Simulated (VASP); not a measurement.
Input:

```yaml
crystal:
  lattice:
    - [6.93005, 0.00000, 0.00000]
    - [0.00000, 3.95831, 0.00000]
    - [0.00000, 0.00000, 6.69952]
  atoms:
    - { symbol: Sn, position: [0.49463, 0.25000, 0.75596] }
    - { symbol: Sn, position: [0.99463, 0.25000, 0.74404] }
    - { symbol: Sn, position: [0.50537, 0.75000, 0.24404] }
    - { symbol: Sn, position: [0.00537, 0.75000, 0.25596] }
    - { symbol: Ge, position: [0.75705, 0.25000, 0.08918] }
    - { symbol: Ge, position: [0.25705, 0.25000, 0.41082] }
    - { symbol: Ge, position: [0.24295, 0.75000, 0.91082] }
    - { symbol: Ge, position: [0.74295, 0.75000, 0.58918] }
```

Calculation: LDA (Ceperley-Alder, Perdew-Zunger), VASP's LDA PAW potentials (set 64) (plane waves; VASP 6.6.1). Numerical set-up: 400 eV cut-off, 5×9×5 Γ-centred mesh, tetrahedra with Blöchl corrections, potentials Sn_d Ge_d.

The cores are frozen, which limits the accuracy of field gradients.

Question: Give the principal components of the electric field gradient (V/Å²) and the asymmetry η at each nucleus.

Answer: 
| atom | Vxx | Vyy | Vzz | η |
|---|---|---|---|---|
| Sn1 | -15.1 | -3.7 | 18.8 | 0.61 |
| Sn2 | -15.1 | -3.7 | 18.8 | 0.61 |
| Sn3 | -15.1 | -3.7 | 18.8 | 0.61 |
| Sn4 | -15.1 | -3.7 | 18.8 | 0.61 |
| Ge5 | 15.7 | 0.6 | -16.3 | 0.93 |
| Ge6 | 15.7 | 0.6 | -16.3 | 0.93 |
| Ge7 | 15.7 | 0.6 | -16.3 | 0.93 |
| Ge8 | 15.7 | 0.6 | -16.3 | 0.93 |

The structure was generated: SnGe was put into the MnP type (Pnma), which need not be its known phase. It was relaxed first, which changed the volume by +10 %.
